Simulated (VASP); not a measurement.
Output of a VASP run:

File OSZICAR:
```
       N       E                     dE             d eps       ncg     rms          rms(c)
DAV:   1     0.324190022843E+02    0.32419E+02   -0.42925E+03   522   0.103E+03
DAV:   2    -0.127375200875E+02   -0.45157E+02   -0.44313E+02   678   0.163E+02
DAV:   3    -0.145491991007E+02   -0.18117E+01   -0.18100E+01   672   0.385E+01
DAV:   4    -0.145751165628E+02   -0.25917E-01   -0.25896E-01   790   0.478E+00
DAV:   5    -0.145754178759E+02   -0.30131E-03   -0.30131E-03   679   0.438E-01    0.261E+00
DAV:   6    -0.124939976858E+02    0.20814E+01   -0.61667E-01   757   0.781E+00    0.284E+00
DAV:   7    -0.125456925102E+02   -0.51695E-01   -0.22835E-01   647   0.565E+00    0.365E-01
DAV:   8    -0.126433873559E+02   -0.97695E-01   -0.20048E-01   523   0.555E+00    0.899E-01
DAV:   9    -0.125414651114E+02    0.10192E+00   -0.48848E-02   595   0.308E+00    0.811E-01
DAV:  10    -0.125733169352E+02   -0.31852E-01   -0.18164E-02   665   0.186E+00    0.156E-01
DAV:  11    -0.125881426439E+02   -0.14826E-01   -0.77058E-03   522   0.135E+00    0.781E-02
DAV:  12    -0.125855199559E+02    0.26227E-02   -0.16574E-03   569   0.576E-01    0.123E-01
DAV:  13    -0.125884686597E+02   -0.29487E-02   -0.21848E-03   525   0.641E-01    0.995E-03
DAV:  14    -0.125885034332E+02   -0.34774E-04   -0.11201E-04   558   0.157E-01    0.163E-02
DAV:  15    -0.125885097986E+02   -0.63654E-05   -0.18869E-05   586   0.655E-02    0.904E-03
DAV:  16    -0.125884701459E+02    0.39653E-04   -0.13457E-05   540   0.584E-02    0.167E-03
DAV:  17    -0.125884937993E+02   -0.23653E-04   -0.27306E-06   579   0.261E-02    0.197E-03
DAV:  18    -0.125884972333E+02   -0.34340E-05   -0.12611E-07   387   0.572E-03    0.974E-04
DAV:  19    -0.125885034331E+02   -0.61998E-05   -0.91797E-08   272   0.450E-03    0.181E-04
DAV:  20    -0.125885023129E+02    0.11202E-05   -0.87097E-09   261   0.117E-03    0.132E-04
DAV:  21    -0.125885021065E+02    0.20641E-06   -0.18765E-09   261   0.596E-04
   1 F= -.12588502E+02 E0= -.12588502E+02  d E =-.125885E+02
```

### OUTCAR
```
------------------------ aborting loop because EDIFF is reached ----------------------------------------
  FORCE on cell =-STRESS in cart. coord.  units (eV):
  Direction    XX          YY          ZZ          XY          YZ          ZX
  --------------------------------------------------------------------------------------
  Total       -0.0017468     -0.0017468     -0.0017468     -0.0000000      0.0000000     -0.0000000
  in kB       -0.0848081     -0.0848081     -0.0848081     -0.0000000      0.0000000     -0.0000000
  external PRESSURE =      -0.0848081 kB  Pullay stress =       0.0000000 kB
  volume of cell :       33.00
      direct lattice vectors                 reciprocal lattice vectors
     0.000000000  2.545804841  2.545804841    -0.196401543  0.196401543  0.196401543
     2.545804841  0.000000000  2.545804841     0.196401543 -0.196401543  0.196401543
     2.545804841  2.545804841  0.000000000     0.196401543  0.196401543 -0.196401543
  FREE ENERGIE OF THE ION-ELECTRON SYSTEM (eV)
  ---------------------------------------------------
  free  energy   TOTEN  =       -12.5885021065 eV

  energy  without entropy=      -12.5885021065  energy(sigma->0) =      -12.58850211

 reached required accuracy - stopping structural energy minimisation
```
(Selected blocks of OUTCAR.)

POSCAR:
```
LiCl
1
   -0.0000000000     2.5458048415     2.5458048415
    2.5458048415     0.0000000000     2.5458048415
    2.5458048415     2.5458048415    -0.0000000000
Li Cl
1 1
Direct
  0.0000000000   0.0000000000   0.0000000000
  0.5000000000   0.5000000000   0.5000000000
```

Write an INCAR and KPOINTS that could have produced this output.

This is not unique; one that fits is the input of the run itself, r2SCAN meta-GGA, plane waves, VASP's PBE PAW potentials (set 64).

**INCAR**
```
ALGO = Normal
EDIFF = 1E-6
EDIFFG = -0.01
ENCUT = 520
IBRION = 2
ISIF = 3
ISMEAR = 0
LASPH = .TRUE.
LCHARG = .FALSE.
LMIXTAU = .TRUE.
LREAL = .FALSE.
LWAVE = .FALSE.
METAGGA = R2SCAN
NELM = 100
NSW = 60
PREC = Accurate
SIGMA = 0.05
SYSTEM = LiCl
```

KPOINTS:
```
Automatic mesh
0
Gamma
8 8 8
0 0 0
```

POTCAR, in this order: Li_sv Cl (PBE.64 set). Program: vasp_std.

The compound is LiCl in the rock salt structure. It was relaxed first. The start is the result of an earlier pass.
